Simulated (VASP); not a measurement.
Output of a VASP run:

**OSZICAR**
```
...
DAV:   1     0.103359000931E+03    0.10336E+03   -0.75214E+03  1250   0.151E+03
DAV:   2     0.145234505587E+01   -0.10191E+03   -0.10009E+03  1268   0.326E+02
DAV:   3    -0.304485973127E+01   -0.44972E+01   -0.44741E+01  1482   0.793E+01
DAV:   4    -0.315279828156E+01   -0.10794E+00   -0.10786E+00  1477   0.137E+01
DAV:   5    -0.315755182487E+01   -0.47535E-02   -0.47533E-02  1588   0.255E+00    0.494E-01
DAV:   6    -0.315150171325E+01    0.60501E-02   -0.11494E-02  1533   0.201E+00    0.262E-01
DAV:   7    -0.315024251511E+01    0.12592E-02   -0.56720E-03  1457   0.137E+00    0.893E-02
DAV:   8    -0.315033105690E+01   -0.88542E-04   -0.52302E-04  1391   0.399E-01    0.113E-02
DAV:   9    -0.315032583732E+01    0.52196E-05   -0.12275E-05  1589   0.658E-02    0.598E-03
DAV:  10    -0.315032369224E+01    0.21451E-05   -0.21966E-06  1331   0.197E-02    0.551E-04
DAV:  11    -0.315032371613E+01   -0.23895E-07   -0.80243E-08   712   0.542E-03
   1 F= -.31503237E+01 E0= -.31503153E+01  d E =-.315032E+01
       N       E                     dE             d eps       ncg     rms          rms(c)
DAV:   1    -0.488265687922E+01   -0.17323E+01   -0.58445E+01  1448   0.188E+02    0.670E+00
DAV:   2    -0.342087896425E+01    0.14618E+01   -0.30863E+00  1430   0.362E+01    0.250E+00
DAV:   3    -0.317956569129E+01    0.24131E+00   -0.10448E+00  1593   0.204E+01    0.248E-01
DAV:   4    -0.317862546585E+01    0.94023E-03   -0.12990E-02  1382   0.156E+00    0.118E-01
DAV:   5    -0.317930056392E+01   -0.67510E-03   -0.86108E-03  1259   0.937E-01    0.771E-02
DAV:   6    -0.317871842292E+01    0.58214E-03   -0.12524E-03  1378   0.607E-01    0.167E-02
DAV:   7    -0.317869466099E+01    0.23762E-04   -0.12397E-04  1352   0.165E-01    0.272E-03
DAV:   8    -0.317869404716E+01    0.61384E-06   -0.19519E-06  1338   0.156E-02
   2 F= -.31786940E+01 E0= -.31787675E+01  d E =-.283703E-01
       N       E                     dE             d eps       ncg     rms          rms(c)
DAV:   1    -0.323914869564E+01   -0.60454E-01   -0.17618E+00  1436   0.285E+01    0.126E+00
DAV:   2    -0.318698329880E+01    0.52165E-01   -0.10266E-01  1415   0.694E+00    0.448E-01
DAV:   3    -0.317962233042E+01    0.73610E-02   -0.29713E-02  1527   0.356E+00    0.346E-02
DAV:   4    -0.317964045608E+01   -0.18126E-04   -0.32816E-04  1253   0.197E-01    0.202E-02
DAV:   5    -0.317969521846E+01   -0.54762E-04   -0.18997E-04  1256   0.115E-01    0.104E-02
DAV:   6    -0.317969270169E+01    0.25168E-05   -0.80213E-06  1478   0.505E-02    0.236E-03
DAV:   7    -0.317969066052E+01    0.20412E-05   -0.20128E-06  1274   0.120E-02    0.497E-04
DAV:   8    -0.317969067933E+01   -0.18808E-07   -0.25549E-08   640   0.190E-03
   3 F= -.31796907E+01 E0= -.31797104E+01  d E =-.293670E-01
       N       E                     dE             d eps       ncg     rms          rms(c)
DAV:   1    -0.318017133263E+01   -0.48067E-03   -0.14243E-02  1436   0.263E+00    0.112E-01
DAV:   2    -0.317976380435E+01    0.40753E-03   -0.80595E-04  1418   0.608E-01    0.401E-02
DAV:   3    -0.317970384333E+01    0.59961E-04   -0.24345E-04  1538   0.320E-01    0.318E-03
DAV:   4    -0.317970261612E+01    0.12272E-05   -0.26487E-06  1259   0.187E-02    0.183E-03
DAV:   5    -0.317970118516E+01    0.14310E-05   -0.16428E-06  1244   0.117E-02    0.106E-03
DAV:   6    -0.317970117996E+01    0.51989E-08   -0.95416E-08   619   0.634E-03
   4 F= -.31797012E+01 E0= -.31797253E+01  d E =-.293775E-01
```

### OUTCAR
```
------------------------ aborting loop because EDIFF is reached ----------------------------------------
  FORCE on cell =-STRESS in cart. coord.  units (eV):
  Direction    XX          YY          ZZ          XY          YZ          ZX
  --------------------------------------------------------------------------------------
  Total        0.0013471      0.0013471      0.0013471      0.0000000      0.0000000      0.0000000
  in kB        0.0652848      0.0652848      0.0652848      0.0000000      0.0000000      0.0000000
  external PRESSURE =       0.0652848 kB  Pullay stress =       0.0000000 kB
  volume of cell :       33.06
      direct lattice vectors                 reciprocal lattice vectors
     0.000000000  2.547326665  2.547326665    -0.196284209  0.196284209  0.196284209
     2.547326665  0.000000000  2.547326665     0.196284209 -0.196284209  0.196284209
     2.547326665  2.547326665  0.000000000     0.196284209  0.196284209 -0.196284209
 POSITION                                       TOTAL-FORCE (eV/Angst)
 -----------------------------------------------------------------------------------
      0.00000      0.00000      0.00000         0.000000      0.000000      0.000000
 -----------------------------------------------------------------------------------
    total drift:                               -0.000000     -0.000000     -0.000000
  FREE ENERGIE OF THE ION-ELECTRON SYSTEM (eV)
  ---------------------------------------------------
  free  energy   TOTEN  =        -3.1797011800 eV

  energy  without entropy=       -3.1797734662  energy(sigma->0) =       -3.17972528

 reached required accuracy - stopping structural energy minimisation
```
(Selected blocks of OUTCAR.)

**POSCAR**
```
Pb
1
    0.0000000000     2.4750000000     2.4750000000
    2.4750000000     0.0000000000     2.4750000000
    2.4750000000     2.4750000000     0.0000000000
Pb
1
Direct
  0.0000000000   0.0000000000   0.0000000000
```

**Question.** Write an INCAR and KPOINTS that could have produced this output.

**Answer.** This is not unique; one that fits is the input of the run itself, RPBE GGA, plane waves, VASP's PBE PAW potentials (set 64).

**KPOINTS**
```
Automatic mesh
0
Gamma
11 11 11
0 0 0
```

INCAR:
```
SYSTEM = Pb
PREC = Accurate
ENCUT = 520
EDIFF = 1E-6
NELM = 100
ALGO = Normal
LREAL = .FALSE.
LASPH = .TRUE.
ISMEAR = 1
SIGMA = 0.1
GGA = RP
LMAXMIX = 4
LWAVE = .FALSE.
LCHARG = .FALSE.
IBRION = 2
ISIF = 3
NSW = 60
EDIFFG = -0.01
```

POTCAR, in this order: Pb_d (PBE.64 set). Program: vasp_std.

Energy and stress use the plane-wave basis of the starting cell.

The compound is Pb in the fcc structure. This run relaxes it. Symmetry was kept, so distortions that lower it aren't found.
